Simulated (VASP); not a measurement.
Energy against volume of AuAl₂ (fluorite). Calculation: r2SCAN meta-GGA, VASP's PBE PAW potentials (set 64) (plane waves; VASP).

```json
[
 {"V (Å³/atom)": "16.920", "E (eV/atom)": "-21.81684"},
 {"V (Å³/atom)": "17.460", "E (eV/atom)": "-21.83867"},
 {"V (Å³/atom)": "18.000", "E (eV/atom)": "-21.84600"},
 {"V (Å³/atom)": "18.540", "E (eV/atom)": "-21.84110"},
 {"V (Å³/atom)": "19.080", "E (eV/atom)": "-21.82590"}
]
```

Q: Fit a third-order Birch-Murnaghan equation of state.

A: 
```json
{
  "volume_per_atom": "18.04 Å³/atom",
  "bulk_modulus": "119 GPa",
  "pressure_derivative_of_the_bulk_modulus": "4.69",
  "lattice_constant_a": "6.004 Å"
}
```

The compound is AuAl2 in the fluorite structure. It was relaxed first.
